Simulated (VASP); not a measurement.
Method: PBE GGA, VASP's PBE PAW potentials (set 64) (plane waves; VASP).

VASP ran on this input.

### INCAR
```
SYSTEM = HfB2
PREC = Accurate
ENCUT = 520
EDIFF = 1E-7
NELM = 100
ALGO = Normal
LREAL = .FALSE.
LASPH = .TRUE.
ISMEAR = 1
SIGMA = 0.1
GGA = PE
LMAXMIX = 6
LWAVE = .FALSE.
LCHARG = .FALSE.
ISIF = 4
IBRION = 2
NSW = 30
EDIFFG = -0.01
```

File KPOINTS:
```
Automatic
0
G
 11 11 9
0 0 0
```

**POSCAR**
```
HfB2
1.0
  1.6015010981  -2.7738815074   0.0000000000
  1.6015010981   2.7738815074   0.0000000000
  0.0000000000   0.0000000000   3.5598699397
Hf B
1 2
Cartesian
  1.6015010981   2.7738815074   0.0000000000
  1.6015010981   0.9246290184   1.7799349698
  1.6015010981  -0.9246290184   1.7799349698
```

POTCAR, in this order: Hf_pv B (PBE.64 set). Program: vasp_std.

Unless said otherwise, spin-orbit coupling is left out, though it shifts the bands of the heavy elements here.

Estimate the energy per atom (σ→0), band gap (on the k-mesh).

```json
{
  "energy per atom (σ→0)": "-8776 meV/atom",
  "band gap (on the k-mesh)": "none (metal, semimetal or under 0.01 eV)"
}
```

File OSZICAR:
```
...
   1 F= -.26328369E+02 E0= -.26328381E+02  d E =-.263284E+02
       N       E                     dE             d eps       ncg     rms          rms(c)
DAV:   1    -0.263288927207E+02   -0.52332E-03   -0.25726E-02  2068   0.139E+00    0.179E-01
DAV:   2    -0.263286941502E+02    0.19857E-03   -0.33991E-04  2368   0.162E-01    0.745E-02
DAV:   3    -0.263286076957E+02    0.86454E-04   -0.84812E-05  2384   0.729E-02    0.229E-02
DAV:   4    -0.263286024901E+02    0.52057E-05   -0.11090E-05  2660   0.270E-02    0.148E-02
DAV:   5    -0.263286024428E+02    0.47297E-07   -0.43474E-07  2288   0.517E-03
   2 F= -.26328602E+02 E0= -.26328592E+02  d E =-.233030E-03
```

The compound is HfB2 in the AlB2 type structure. This cell is one point of a volume scan, at 1.06 of the reference volume. Symmetry was kept, so distortions that lower it aren't found.
